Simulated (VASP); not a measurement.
Wanted: the native input for a VASP 6.6.1 run.

```
Task                   : single point
Functional             : PBE
Dispersion             : D3(BJ)
Potentials or basis    : VASP PAW PBE potentials, release 64 (Cl, H)
Cutoff                 : 520 eV
k mesh                 : 1 × 1 × 1
Occupations            : fermi-dirac, width 0.02 eV
Spin                   : no spin polarisation
Dipole correction      : no
Further INCAR settings : ALGO = Normal; EDIFF = 1e-06; NBANDS = 27
```

The structure of H3Cl lies in POSCAR:

```
H3Cl
1.0
    6.8105660000      0.0000000000      0.0000000000
    0.0000000000      6.8105660000      0.0000000000
    0.0000000000      0.0000000000      6.8105660000
Cl H
3 9
Direct
    0.3109008686      0.4030694869      0.1668226237
    0.3551160080      0.9109456557      0.6289430985
   -0.0783860846      0.3998561595      0.7912873027
    0.1401297122      0.4062291135      0.0807535491
    0.3302670970      0.9257704007      0.4399367888
    0.0923863154      0.3911731997      0.7027895988
    0.3914241931      0.4205312024      0.7528286533
    0.3893636900      0.3908166840      0.6435997635
    0.8970784524      0.8666228301      0.7130891376
    0.8137242801      0.9243307965      0.6685679945
    0.3125106579      0.9536989876      0.0920541057
    0.3592052100      0.8575480832      0.1306921838
```

The cell was built by a generator and needn't be a form met in nature.

These files were run (other wordings do the same):

INCAR

```
  PREC = Accurate
  ENCUT = 520
  EDIFF = 1E-6
  ISMEAR = -1
  SIGMA = 0.02
  LREAL = False
  LASPH = True
  NELM = 60
  ALGO = Normal
  ISIF = 2
  LWAVE = False
  LCHARG = False
  GGA = PE
  IVDW = 12
  NBANDS = 27
```

KPOINTS

```
Automatic mesh
0
Gamma
  1 1 1
```

Potentials or basis: VASP PAW PBE potentials, release 64 (Cl, H).

Launch:

```bash
$ cat potpaw_PBE.64/Cl/POTCAR potpaw_PBE.64/H/POTCAR > POTCAR
$ mpirun -np 1 vasp_gam > vasp.out
```

Results of the run:

```yaml
Pressure: -1.1 GPa
Largest_force: 0.420 eV/Å
Band_gap_on_the_k_mesh: 6.60 eV, direct
Dispersion_energy_per_atom: -0.028 eV
```

It took 27 s on 1 thread of Intel(R) Xeon(R) Platinum 8259CL CPU @ 2.50GHz (Skylake/Cascade Lake), on a shared host, peak memory 0.37 GiB.
